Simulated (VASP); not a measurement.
Si3S:

```
Si S
1.0
    -2.52548    2.52548    2.52548
     2.52548   -2.52548    2.52548
     2.52548    2.52548   -2.52548
Si S
3 1
Direct
  0.00000 0.50000 0.50000
  0.50000 0.00000 0.50000
  0.50000 0.50000 0.00000
  0.00000 0.00000 0.00000
```

The cell was built by a generator and needn't be a form met in nature.

- Program: VASP 6.6.1
- Task: single point
- Functional: PBE
- Potentials or basis: VASP PAW PBE potentials, release 64 (Si, S)
- Cutoff: 520 eV
- k mesh: 8 × 8 × 8
- Occupations: fermi-dirac, width 0.05 eV
- Spin: no spin polarisation

On this cell: pressure 0.0 GPa; largest force zero by symmetry; band gap on the k mesh none (metal or under the smearing width).

The same run follows on a disturbed copy (atoms moved at random, drawn with an rms of 0.05 Å):

```xyz
4
Lattice="-2.5255 2.5255 2.5255 2.5255 -2.5255 2.5255 2.5255 2.5255 -2.5255" Properties=species:S:1:pos:R:3 pbc="T T T"
Si    2.4816   -0.0190    0.0341
Si   -0.0163    2.5352   -0.0625
Si   -0.0360   -0.0037    2.5413
S     0.0024   -0.0233    0.0189
```

**Question.** What does the disturbed cell give?

**Answer.** The energy (extrapolated to zero smearing) moves by +7.7 meV/atom; pressure 0.4 GPa; largest force 0.670 eV/Å; band gap on the k mesh none (metal or under the smearing width).

Forces in eV/Å, atoms in the order of the input:
```
Si  -0.079  0.079 -0.520
Si  -0.074  0.048  0.664
Si   0.153 -0.098 -0.038
S   -0.001 -0.029 -0.106
```

Stress tensor (GPa, compression positive):
```
 0.12 -0.02 -0.04
-0.02  0.10 -0.06
-0.04 -0.06  0.94
```
